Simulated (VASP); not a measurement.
Input of a VASP 6.6.1 run:

INCAR

```
PREC     = Accurate       # precision mode
ENCUT    = 520            # plane-wave cutoff, eV
EDIFF    = 1E-7           # SCF threshold, eV
ISMEAR   = 0              # smearing method
SIGMA    = 0.02           # smearing width, eV
LREAL    = False          # projectors in reciprocal space
LASPH    = True           # aspherical terms in the spheres
NELM     = 80             # most SCF steps
ALGO     = Normal         # electronic algorithm
ISIF     = 2              # what is computed and relaxed
LWAVE    = False          # write WAVECAR
LCHARG   = False          # write CHGCAR
GGA      = CA             # functional
NBANDS   = 26             # bands
```

File KPOINTS:

```
Automatic mesh
0
Gamma
  12 12 6
```

POSCAR

```
ZnO                                     
1.0
    3.1957968508      0.0000000000      0.0000000000
   -1.5978984254      2.7676412555      0.0000000000
    0.0000000000      0.0000000000      5.1654800084
  Zn              O             
     2     2
Direct
     0.3333333300000021    0.6666666699999979    0.5002486217694511
     0.6666666699999979    0.3333333300000021    0.0002486217694511
     0.6666666699999979    0.3333333300000021    0.3787613782305499
     0.3333333300000021    0.6666666699999979    0.8787613782305499
```

The input KPOINTS_OPT:

```
path GMKGALHA,LM,KH
10
line-mode
reciprocal
 0.0000000000  0.0000000000  0.0000000000  G
 0.5000000000  0.0000000000  0.0000000000  M

 0.5000000000  0.0000000000  0.0000000000  M
 0.3333333333  0.3333333333  0.0000000000  K

 0.3333333333  0.3333333333  0.0000000000  K
 0.0000000000  0.0000000000  0.0000000000  G

 0.0000000000  0.0000000000  0.0000000000  G
 0.0000000000  0.0000000000  0.5000000000  A

 0.0000000000  0.0000000000  0.5000000000  A
 0.5000000000  0.0000000000  0.5000000000  L

 0.5000000000  0.0000000000  0.5000000000  L
 0.3333333333  0.3333333333  0.5000000000  H

 0.3333333333  0.3333333333  0.5000000000  H
 0.0000000000  0.0000000000  0.5000000000  A

 0.5000000000  0.0000000000  0.5000000000  L
 0.5000000000  0.0000000000  0.0000000000  M

 0.3333333333  0.3333333333  0.0000000000  K
 0.3333333333  0.3333333333  0.5000000000  H
```

Potentials or basis: VASP PAW LDA potentials, release 64 (Zn, O).

Command:

```bash
$ cat potpaw_LDA.64/Zn/POTCAR potpaw_LDA.64/O/POTCAR > POTCAR
$ mpirun -np 1 vasp_std > vasp.out
```

Predict the pressure.

0.0 GPa.

Predict the band gap along the path.

0.80 eV, direct.

Estimate the band gap on the k mesh.

0.80 eV, direct.

Levels at the corners of the path, in eV from the valence-band top:
```csv
point,band 16,band 17,band 18,band 19,band 20,band 21
Γ,-0.10,0.00,0.00,0.80,5.26,8.18
M,-2.42,-1.39,-0.90,5.86,6.76,7.44
M,-2.42,-1.39,-0.90,5.86,6.76,7.44
K,-2.05,-2.05,-1.86,7.45,7.84,7.84
K,-2.05,-2.05,-1.86,7.45,7.84,7.84
Γ,-0.10,0.00,0.00,0.80,5.26,8.18
Γ,-0.10,0.00,0.00,0.80,5.26,8.18
A,-0.42,-0.42,-0.42,3.48,3.48,10.03
A,-0.42,-0.42,-0.42,3.48,3.48,10.03
L,-1.61,-1.48,-1.48,5.63,5.63,8.54
L,-1.61,-1.48,-1.48,5.63,5.63,8.54
H,-2.87,-1.36,-1.36,7.90,7.90,8.04
H,-2.87,-1.36,-1.36,7.90,7.90,8.04
A,-0.42,-0.42,-0.42,3.48,3.48,10.03
L,-1.61,-1.48,-1.48,5.63,5.63,8.54
M,-2.42,-1.39,-0.90,5.86,6.76,7.44
K,-2.05,-2.05,-1.86,7.45,7.84,7.84
H,-2.87,-1.36,-1.36,7.90,7.90,8.04
```

**What was measured.**

“Electronic structure of alkaline earth and post-transition metal oxides”, 2009, arxiv:0908.1581 quotes, for a bulk crystal of ZnO: band gap 3.37 eV.

Measured gap of ZnO: 3.37 eV (quoted in “Electronic structure of alkaline earth and post-transition metal oxides”, 2009, arxiv:0908.1581). This calculation gives 0.80 eV (-2.57 eV). So large a miss can be the level of theory's own, or it may mean another phase, state or a wrong row. The value is that of LDA, without temperature or zero-point motion. Semilocal functionals fall short of measured gaps as a rule.
